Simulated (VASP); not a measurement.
Input for VASP

KPOINTS:
```
Automatic mesh
0
Gamma
14 14 14
0 0 0
```

### INCAR
```
ALGO=Normal
EDIFF=1E-6
EDIFFG=-0.01
ENCUT=480
GGA=PS
IBRION=2
ISIF=3
ISMEAR=1
LASPH=.True.
LCHARG=.False.
LMAXMIX=6
LREAL=.False.
LWAVE=.False.
NELM=100
NSW=60
PREC=Accurate
SIGMA=0.1
SYSTEM=Pt
```

### POSCAR
```
Pt
1
    0.0000000000     1.9600000000     1.9600000000
    1.9600000000     0.0000000000     1.9600000000
    1.9600000000     1.9600000000     0.0000000000
Pt
1
Direct
  0.0000000000   0.0000000000   0.0000000000
```

POTCAR, in this order: Pt (PBE.64 set). Program: vasp_std.

Question: Write an equivalent input for Ansatz.

Answer: One equivalent input (not run):
Ansatz 0.2 input:
```yaml
crystal:
  lattice:
    - [0.0000000, 1.9600000, 1.9600000]
    - [1.9600000, 0.0000000, 1.9600000]
    - [1.9600000, 1.9600000, 0.0000000]
  atoms:
    - { symbol: Pt, position: [0.0000000, 0.0000000, 0.0000000] }
kpoints:
  mp_grid: { grid: [14, 14, 14] }
hamiltonian:
  xc: pbesol
  pseudopotentials: { kind: paw }
scf:
  occupations: { method: methfessel_paxton, width: 0.1 }
  max_iter: 100
relax:
  max_steps: 60
  f_tol: 0.01
  cell: {}
output: { forces: true, stress: true, eigenvalues: true }
```
Limits of the translation: each code has its own PAW files, so the cut-off isn't converted (ENCUT is set for VASP's; basis.ecutwfc is left out, and Ansatz then takes the one that its files recommend); Ansatz stops its SCF on the density residual and VASP on the energy change (EDIFF).

The compound is Pt in the fcc structure. This run relaxes it. Symmetry was kept, so distortions that lower it aren't found.
